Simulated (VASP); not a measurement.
Here is the system:

```
Ca
1.0
    0.00000     2.84580     2.84580
    2.84580     0.00000     2.84580
    2.84580     2.84580     0.00000
Ca
1
Direct
  0.00000   0.00000   0.00000
```

Level of theory: PBE GGA, VASP's PBE PAW potentials (set 64) (plane waves; VASP). Settings: 400 eV cut-off, KSPACING 0.3 per Å, first-order Methfessel-Paxton smearing of 0.10 eV, potentials Ca_sv.

Q: Give the stress tensor in GPa (positive for a compressed cell).

A: 
```
-1.28   0.00   0.00
 0.00  -1.28   0.00
 0.00   0.00  -1.28
```
The pressure is its mean diagonal, -1.28 GPa.

The compound is Ca in the fcc structure. The cell was not relaxed at this level. The run is one of a series of settings (KGAMMA = .TRUE., KSPACING = 0.3, KPOINTS file removed against the base run), some of them coarse on purpose.
